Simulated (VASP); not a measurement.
Output of a VASP run:

### OSZICAR
```
       N       E                     dE             d eps       ncg     rms          rms(c)
DAV:   1     0.264695925476E+03    0.26470E+03   -0.15678E+04  9405   0.184E+03
DAV:   2    -0.155852512608E+01   -0.26625E+03   -0.26025E+03  9726   0.398E+02
DAV:   3    -0.213688955855E+02   -0.19810E+02   -0.19111E+02  9948   0.972E+01
DAV:   4    -0.219468001665E+02   -0.57790E+00   -0.57154E+00  9580   0.159E+01
DAV:   5    -0.219622685594E+02   -0.15468E-01   -0.15445E-01 11859   0.259E+00    0.290E+01
DAV:   6    -0.210905442497E+02    0.87172E+00   -0.23298E+00  9374   0.105E+01    0.157E+01
DAV:   7    -0.209378642948E+02    0.15268E+00   -0.27616E-01 12246   0.693E+00    0.435E+00
DAV:   8    -0.209272175310E+02    0.10647E-01   -0.46014E-02  9320   0.210E+00    0.520E-01
DAV:   9    -0.209246739056E+02    0.25436E-02   -0.12453E-02  9708   0.123E+00    0.164E-01
DAV:  10    -0.209245047448E+02    0.16916E-03   -0.16179E-03 11280   0.474E-01    0.367E-02
DAV:  11    -0.209244998391E+02    0.49057E-05   -0.13511E-04 11943   0.131E-01    0.184E-02
DAV:  12    -0.209244989958E+02    0.84327E-06   -0.15996E-05  9260   0.387E-02    0.435E-03
DAV:  13    -0.209244989975E+02   -0.16453E-08   -0.79121E-07  4727   0.806E-03
   1 F= -.20924499E+02 E0= -.20875819E+02  d E =-.973598E-01
```

OUTCAR:
```
------------------------ aborting loop because EDIFF is reached ----------------------------------------
  FORCE on cell =-STRESS in cart. coord.  units (eV):
  Direction    XX          YY          ZZ          XY          YZ          ZX
  --------------------------------------------------------------------------------------
  Total       19.6162621     19.5068624     10.6821533      0.0282547      0.3816973     -0.2328432
  in kB      589.3030821    586.0165464    320.9085309      0.8488164     11.4667819     -6.9949723
  external PRESSURE =     498.7427198 kB  Pullay stress =       0.0000000 kB
  volume of cell :       53.33
      direct lattice vectors                 reciprocal lattice vectors
    -1.815685000  1.815685000  4.044335000     0.000000000  0.275378163  0.123629719
     1.815685000 -1.815685000  4.044335000     0.275378163  0.000000000  0.123629719
     1.815685000  1.815685000 -4.044335000     0.275378163  0.275378163  0.000000000
 POSITION                                       TOTAL-FORCE (eV/Angst)
 -----------------------------------------------------------------------------------
      1.78448      1.83493      0.07895         0.474618     -0.340742     -2.394920
      0.01330      1.82714      1.98458        -0.323240     -0.834332      1.421196
      1.82227     -0.03281      1.98663         0.142441      1.075008      1.411599
     -1.80436      1.81779      4.03850        -0.293819      0.100066     -0.437875
 -----------------------------------------------------------------------------------
    total drift:                               -0.000158     -0.000031     -0.000007
  FREE ENERGIE OF THE ION-ELECTRON SYSTEM (eV)
  ---------------------------------------------------
  free  energy   TOTEN  =       -20.9244989975 eV

  energy  without entropy=      -20.8271391760  energy(sigma->0) =      -20.87581909
```
(Selected blocks of OUTCAR.)

File POSCAR:
```
GaPt3
1
   -1.8156850000     1.8156850000     4.0443350000
    1.8156850000    -1.8156850000     4.0443350000
    1.8156850000     1.8156850000    -4.0443350000
Pt Ga
3 1
Direct
  0.5150620000   0.5011670000  -0.0032930000
  0.7485070000   0.2490150000   0.5068150000
  0.2365730000   0.7474190000   0.4927780000
 -0.0001410000   0.0023980000   0.0037000000
```

Question: Write an INCAR and KPOINTS that could have produced this output.

Answer: Several could match; the one computed here: the input of the run itself, PBE GGA, plane waves, VASP's PBE PAW potentials (set 64).

**KPOINTS**
```
Automatic mesh
0
gamma
 7 7 7
```

INCAR:
```
ALGO = Normal
EDIFF = 1E-6
ENCUT = 300
GGA = PE
ISIF = 2
ISMEAR = -1
LASPH = T
LCHARG = F
LMAXMIX = 6
LREAL = F
LWAVE = F
NELM = 100
PREC = Accurate
SIGMA = 0.1
SYSTEM = GaPt3
```

POTCAR, in this order: Pt Ga_d (PBE.64 set). Program: vasp_std.

At this cut-off the stress carries a Pulay error, which pulls relaxed volumes low.

The structure was generated: GaPt3 was put into an ordered model structure, which need not be its known phase. The cell was not relaxed at this level, atoms are displaced from their ideal sites. The k-mesh is coarse (spacing up to 0.35 per Å, 2π included), so the numbers may not be converged in it. The electron count is odd and the run is not spin-polarised, which forces a metal.
